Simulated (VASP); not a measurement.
Input:

```
CdSe
1.0
    0.00000     3.03969     3.03969
    3.03969     0.00000     3.03969
    3.03969     3.03969     0.00000
Cd Se
1 1
Direct
  0.00000   0.00000   0.00000
  0.25000   0.25000   0.25000
```

Method: PBEsol GGA with spin-orbit coupling, VASP's PBE PAW potentials (set 64) (plane waves; VASP 6.6.1). Run with 400 eV cut-off, 7×7×7 Γ-centred mesh, Gaussian smearing of 0.050 eV, potentials Cd Se.

**Question.** Estimate the energy per atom (σ→0), band gap (over mesh and band path) with the smallest direct gap where there is one.

**Answer.** 
| Quantity | Value |
|---|---|
| band gap (over mesh and band path) | 0.36 eV |
| smallest direct gap (over mesh and band path) | 0.36 eV |
| energy per atom (σ→0) | -3111 meV/atom |

Only differences to runs with the same potentials and settings are physical.

The compound is CdSe in the zinc blende structure, whereas wurtzite is the usual form. It was relaxed first.
